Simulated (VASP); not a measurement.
# SrP2Pd (P-4m2) in VASP: reference runs

How does SrP2Pd come out in PBE? The cell is run as given.

Everything below comes from runs of VASP 6.6.1. Logs are shortened: lines on timing, memory, paths and dates and some standing lists are left out, and cuts for length are marked.

## Step 1: The structure

The structure is tetragonal, space group P-4m2 (No. 115). Conventional cell: a = 4.213 Å, b = 4.213 Å, c = 5.894 Å, α = 90.00°, β = 90.00°, γ = 90.00°. Sr (site symmetry -4m2) is surrounded by 4 P at 2.67 Å. Around P (site symmetry 2mm) lie 2 Pd at 2.48 Å and 2 Sr at 2.67 Å. Pd (site symmetry -4m2) has 4 P at 2.48 Å as nearest neighbours.

The cell was built by a generator and needn't be a form met in nature.

## Step 2: Single point, PBE

INCAR

```
PREC = Accurate ; ENCUT = 520
EDIFF = 1E-7 ; ISMEAR = -1
SIGMA = 0.05 ; LREAL = False
LASPH = True ; NELM = 60
ALGO = Normal ; ISIF = 2
LWAVE = False ; LCHARG = False
GGA = PE ; NBANDS = 23
```

KPOINTS

```
Automatic mesh
0
Gamma
  6 6 5
```

POSCAR

```
SrP2Pd
1.0
    4.2131962000      0.0000000000      0.0000000000
    0.0000000000      4.2131962000      0.0000000000
    0.0000000000      0.0000000000      5.8943803000
Sr P Pd
1 2 1
Direct
    0.5000000000      0.5000000000      0.5000000000
    0.0000000000      0.5000000000      0.2224034200
    0.5000000000      0.0000000000      0.7775965800
    0.0000000000      0.0000000000      0.0000000000
```

Potentials or basis: VASP PAW PBE potentials, release 64 (Sr_sv, P, Pd).

Started as:

```sh
$ cat potpaw_PBE.64/Sr_sv/POTCAR potpaw_PBE.64/P/POTCAR potpaw_PBE.64/Pd/POTCAR > POTCAR
$ mpirun -np 1 vasp_std > vasp.out
```

OUTCAR:

```text
PREC = Accurate
   ENCUT = 520
   EDIFF = 1E-7
   ISMEAR = -1
   LREAL = False
   LASPH = True
   NELM = 60
   ISIF = 2
   GGA = PE

 ion  position               nearest neighbor table
   1  0.500  0.500  0.500-   2 2.67   3 2.67   3 2.67   2 2.67   4 4.19   4 4.19   4 4.19   4 4.19
                             4 4.19   4 4.19   4 4.19   4 4.19
   2  0.000  0.500  0.222-   4 2.48   4 2.48   1 2.67   1 2.67
   3  0.500  0.000  0.778-   4 2.48   4 2.48   1 2.67   1 2.67
   4  0.000  0.000  0.000-   2 2.48   3 2.48   2 2.48   3 2.48   1 4.19   1 4.19   1 4.19   1 4.19
                             1 4.19   1 4.19   1 4.19   1 4.19

  LATTYP: Found a simple tetragonal cell.
 ALAT       =     4.2131962000
 C/A-ratio  =     1.3990282010

  Lattice vectors:

 A1 = (   4.2131962000,   0.0000000000,   0.0000000000)
 A2 = (   0.0000000000,   4.2131962000,   0.0000000000)
 A3 = (   0.0000000000,   0.0000000000,   5.8943803000)

Analysis of symmetry for initial positions (statically):
=====================================================================
 Subroutine PRICEL returns:
 Original cell was already a primitive cell.

 Routine SETGRP: Setting up the symmetry group for a
 simple tetragonal supercell.

 Subroutine GETGRP returns: Found  8 space group operations
 (whereof  8 operations were pure point group operations)
 out of a pool of 16 trial point group operations.

The static configuration has the point symmetry D_2d.

Analysis of symmetry for dynamics (positions and initial velocities):
=====================================================================
 Subroutine PRICEL returns:
 Original cell was already a primitive cell.

 Routine SETGRP: Setting up the symmetry group for a
 simple tetragonal supercell.

 Subroutine GETGRP returns: Found  8 space group operations
 (whereof  8 operations were pure point group operations)
 out of a pool of 16 trial point group operations.

The dynamic configuration has the point symmetry D_2d.

 Subroutine INISYM returns: Found  8 space group operations
 (whereof  8 operations are pure point group operations),
 and found     1 'primitive' translations

----------------------------------------------------------------------------------------

                                     Primitive cell

  volume of cell :     104.6313

  direct lattice vectors                    reciprocal lattice vectors
     4.213196200  0.000000000  0.000000000     0.237349497  0.000000000  0.000000000
     0.000000000  4.213196200  0.000000000     0.000000000  0.237349497  0.000000000
     0.000000000  0.000000000  5.894380300     0.000000000  0.000000000  0.169653119

  length of vectors
     4.213196200  4.213196200  5.894380300     0.237349497  0.237349497  0.169653119

  position of ions in fractional coordinates (direct lattice)
     0.500000000  0.500000000  0.500000000
     0.000000000  0.500000000  0.222403420
     0.500000000  0.000000000  0.777596580
     0.000000000  0.000000000  0.000000000

  ion indices of the primitive-cell ions
   primitive index   ion index
                 1           1
                 2           2
                 3           3
                 4           4

----------------------------------------------------------------------------------------

 KPOINTS: Automatic mesh

Automatic generation of k-mesh.
 Grid dimensions read from file:
 generate k-points for:    6    6    5

 Generating k-lattice:

  Cartesian coordinates                     Fractional coordinates (reciprocal lattice)
     0.039558250  0.000000000  0.000000000     0.166666667  0.000000000  0.000000000
     0.000000000  0.039558250  0.000000000     0.000000000  0.166666667  0.000000000
     0.000000000  0.000000000  0.033930624     0.000000000  0.000000000  0.200000000

  Length of vectors
     0.039558250  0.039558250  0.033930624

  Shift w.r.t. Gamma in fractional coordinates (k-lattice)
     0.000000000  0.000000000  0.000000000

 Subroutine IBZKPT returns following result:
 ===========================================

 Found     30 irreducible k-points:

 Following reciprocal coordinates:
            Coordinates               Weight
  0.000000  0.000000  0.000000      1.000000
  0.166667  0.000000  0.000000      4.000000
  0.333333  0.000000  0.000000      4.000000
  0.500000  0.000000  0.000000      2.000000
  0.166667  0.166667  0.000000      4.000000
  0.333333  0.166667  0.000000      8.000000
[... 16 lines left out ...]
  0.333333  0.000000  0.400000      8.000000
  0.500000  0.000000  0.400000      4.000000
 [... further k-points ...]
   k-points           NKPTS =     30   k-points in BZ     NKDIM =     30   number of bands    NBANDS=     23
   number of dos      NEDOS =    301   number of ions     NIONS =      4
   total plane-waves  NPLWV =  49152
   dimension x,y,z NGX =    32 NGY =   32 NGZ =   48
   dimension x,y,z NGXF=    64 NGYF=   64 NGZF=   96
   ions per type =               1   2   1
   NGX,Y,Z   is equivalent  to a cutoff of  12.63, 12.63, 13.54 a.u.
   NGXF,Y,Z  is equivalent  to a cutoff of  25.25, 25.25, 27.08 a.u.
 SYSTEM =  unknown system
   PREC   = accura    normal or accurate (medium, high low for compatibility)
   ISTART =      0    job   : 0-new  1-cont  2-samecut
   ICHARG =      2    charge: 1-file 2-atom 10-const
   ISPIN  =      1    spin polarized calculation?
   LNONCOLLINEAR =      F non collinear calculations
   LSORBIT =      F    spin-orbit coupling
   LASPH  =      T    aspherical Exc in radial PAW
   ENCUT  =  520.0 eV  38.22 Ry    6.18 a.u.   7.83  7.83 10.96*2*pi/ulx,y,z
   NELM   =     60;   NELMIN=  2; NELMDL= -5     # of ELM steps
   EDIFF  = 0.1E-06   stopping-criterion for ELM
   LREAL  =      F    real-space projection
   EDIFFG = 0.1E-05   stopping-criterion for IOM
   NSW    =      0    number of steps for IOM
   IBRION =     -1    ionic relax: 0-MD 1-quasi-New 2-CG
   NFREE  =      0    steps in history (QN), initial steepest desc. (CG)
   ISIF   =      2    stress and relaxation
   ISYM   =      2    0-nonsym 1-usesym 2-fastsym
   POTIM  = 0.5000    time-step for ionic-motion
   TEBEG  =    0.0;   TEEND  =   0.0 temperature during run
   PSTRESS=    0.0 pullay stress
   NELECT =      30.0000    total number of electrons
   NUPDOWN=      -1.0000    fix difference up-down
   EMIN   =  10.00;   EMAX   =-10.00  energy-range for DOS
   EFERMI =   0.00;   METHOD = LEGACY
   ISMEAR =    -1;   SIGMA  =   0.05  broadening in eV -4-tet -1-fermi 0-gaus
   EFERMI_NEDOS =   21; number of points for ismear=-14 and -15
   IALGO  =     38    algorithm
   IMIX   =      4    mixing-type and parameters
     AMIX     =   0.40;   BMIX     =  1.00
     AMIX_MAG =   1.60;   BMIX_MAG =  1.00
  volume/ion in A,a.u.               =      26.16       176.52
  Fermi-wavevector in a.u.,A,eV,Ry     =   1.079513  2.039985 15.855541  1.165349
  Thomas-Fermi vector in A             =   2.215481
   LORBIT       =      0    0 simple, 1 ext, 2 COOP (PROOUT), +10 PAW based schemes
   GGA     = PE    functional components
   LHFCALC =     F    Hartree Fock is set to
   AEXX    =    0.0000 exact exchange contribution
   IVDW    =     0    specifies the selected vdW correction
   LEPSILON=     F    determine dielectric tensor
   LRPA    =     F    only Hartree local field effects (RPA)
 non-spin polarized calculation
  energy-cutoff  :      520.00
  volume of cell :      104.63
 maximum number of plane-waves:      2834
 NGX is ok and might be reduce to    32
   NGX = 15   NGY = 15   NGZ = 21

 number of electron      30.0000004 magnetization

 Free energy of the ion-electron system (eV)
  ---------------------------------------------------
  ext. energy  EPLUGINS =         0.00000000
  ---------------------------------------------------
  free energy    TOTEN  =       -17.01443068 eV

  energy without entropy =      -16.96693857  energy(sigma->0) =      -16.99068462

 E-fermi :   3.2910     XC(G=0):  -9.0376

 val. band max:        3.2871181163   @ k =   0.5000   0.3333   0.0000
 cond. band min:       3.3095128394   @ k =   0.5000   0.1667   0.2000
 fundamental gap:      0.0223947232
 Fermi energy:         3.2910006770

 k-point     1 :       0.0000    0.0000    0.0000
  band No.  band energies     occupation
      1     -30.8852      2.00000
      2     -13.2075      2.00000
      3     -13.0779      2.00000
      4     -13.0779      2.00000
      5      -6.8703      2.00000
      6      -5.6762      2.00000
[... 15 lines left out ...]
     22      10.4244      0.00000
     23      10.4244      0.00000

 k-point     2 :       0.1667    0.0000    0.0000
  band No.  band energies     occupation
      1     -30.8830      2.00000
      2     -13.2118      2.00000
      3     -13.1285      2.00000
      4     -13.0741      2.00000
      5      -6.7282      2.00000
      6      -5.6912      2.00000
[... 15 lines left out ...]
     22      10.2808      0.00000
     23      10.5083      0.00000

 k-point     3 :       0.3333    0.0000    0.0000
  band No.  band energies     occupation
      1     -30.8786      2.00000
      2     -13.2947      2.00000
      3     -13.1503      2.00000
      4     -13.0665      2.00000
      5      -6.3834      2.00000
      6      -5.7813      2.00000
[... 15 lines left out ...]
     22       9.4686      0.00000
     23       9.8901      0.00000

 k-point     4 :       0.5000    0.0000    0.0000
  band No.  band energies     occupation
      1     -30.8764      2.00000
      2     -13.3514      2.00000
      3     -13.1436      2.00000
      4     -13.0626      2.00000
      5      -6.0236      2.00000
      6      -6.0128      2.00000
[... 15 lines left out ...]
     22       8.7016      0.00000
     23       9.3391      0.00000

 k-point     5 :       0.1667    0.1667    0.0000
  band No.  band energies     occupation
      1     -30.8808      2.00000
      2     -13.2121      2.00000
      3     -13.1476      2.00000
      4     -13.1045      2.00000
      5      -6.5950      2.00000
      6      -5.6944      2.00000
[... 15 lines left out ...]
     22       9.8033      0.00000
     23       9.8858      0.00000

 k-point     6 :       0.3333    0.1667    0.0000
  band No.  band energies     occupation
      1     -30.8764      2.00000
      2     -13.2886      2.00000
      3     -13.1711      2.00000
      4     -13.0988      2.00000
      5      -6.2760      2.00000
      6      -5.7531      2.00000
[... 15 lines left out ...]
     22       9.6286      0.00000
     23      10.1765      0.00000

 k-point     7 :       0.5000    0.1667    0.0000
  band No.  band energies     occupation
      1     -30.8742      2.00000
      2     -13.3451      2.00000
      3     -13.1658      2.00000
      4     -13.0925      2.00000
      5      -5.9563      2.00000
      6      -5.9416      2.00000
[... 353 lines left out ...]
     22       9.7232      0.00000
     23      11.8205      0.00000

 k-point    21 :       0.0000    0.0000    0.4000
  band No.  band energies     occupation
      1     -30.8851      2.00000
      2     -13.2217      2.00000
      3     -13.0777      2.00000
      4     -13.0777      2.00000
      5      -6.4615      2.00000
      6      -6.0787      2.00000
[... 15 lines left out ...]
     22       9.4510      0.00000
     23       9.8140      0.00000

 k-point    22 :       0.1667    0.0000    0.4000
  band No.  band energies     occupation
      1     -30.8829      2.00000
      2     -13.2220      2.00000
      3     -13.1295      2.00000
      4     -13.0738      2.00000
      5      -6.3736      2.00000
      6      -6.0368      2.00000
[... 15 lines left out ...]
     22       9.2160      0.00000
     23       9.8904      0.00000

 k-point    23 :       0.3333    0.0000    0.4000
  band No.  band energies     occupation
      1     -30.8785      2.00000
      2     -13.2934      2.00000
      3     -13.1575      2.00000
      4     -13.0661      2.00000
      5      -6.1816      2.00000
      6      -5.9738      2.00000
[... 15 lines left out ...]
     22       9.3235      0.00000
     23       9.8645      0.00000

 k-point    24 :       0.5000    0.0000    0.4000
  band No.  band energies     occupation
      1     -30.8763      2.00000
      2     -13.3482      2.00000
      3     -13.1501      2.00000
      4     -13.0622      2.00000
      5      -6.0545      2.00000
      6      -5.9751      2.00000
[... 15 lines left out ...]
     22       9.1330      0.00000
     23       9.4122      0.00000

 [... further k-points ...]
[... 5 lines left out ...]
  --------------------------------------------------------------------------------------
  -------------------------------------------------------------------------------------
  Total        2.0867145      2.0867145      1.3509477      0.0000000      0.0000000      0.0000000
  in kB       31.9530330     31.9530330     20.6865270      0.0000000      0.0000000      0.0000000
  external PRESSURE =      28.1975310 kB  Pullay stress =       0.0000000 kB

 VOLUME and BASIS-vectors are now :
 -----------------------------------------------------------------------------
  energy-cutoff  :      520.00
  volume of cell :      104.63
      direct lattice vectors                 reciprocal lattice vectors
     4.213196200  0.000000000  0.000000000     0.237349497  0.000000000  0.000000000
     0.000000000  4.213196200  0.000000000     0.000000000  0.237349497  0.000000000
     0.000000000  0.000000000  5.894380300     0.000000000  0.000000000  0.169653119

 POSITION                                       TOTAL-FORCE (eV/Angst)
 -----------------------------------------------------------------------------------
      2.10660      2.10660      2.94719         0.000000     -0.000000     -0.000000
      0.00000      2.10660      1.31093        -0.000000      0.000000     -3.594978
      2.10660      0.00000      4.58345        -0.000000      0.000000      3.594978
      0.00000      0.00000      0.00000        -0.000000      0.000000     -0.000000
 -----------------------------------------------------------------------------------
    total drift:                                0.000000      0.000000     -0.000000

  FREE ENERGIE OF THE ION-ELECTRON SYSTEM (eV)
  ---------------------------------------------------
  free  energy   TOTEN  =       -17.0144306794 eV

  energy  without entropy=      -16.9669385664  energy(sigma->0) =      -16.99068462
```

It took 1.9 min on 1 thread of Intel Xeon Platinum 8175M at 2.50GHz (Skylake/Cascade Lake), shared host; peak memory 0.25 GiB.

Results:

| Item | Value |
| --- | --- |
| Free energy | -17.0144 eV |
| Pressure | 2.8 GPa |
| Largest force | 3.595 eV/Å |
| Band gap on the k mesh | none (metal or under the smearing width) |

Forces on the atoms (eV/Å):
```
Sr   0.000  0.000  0.000
P    0.000  0.000 -3.595
P    0.000  0.000  3.595
Pd   0.000  0.000  0.000
```

Caveat: forces of over 1 eV/Å show positions far from the minimum, so gaps and moduli don't describe the material at rest.
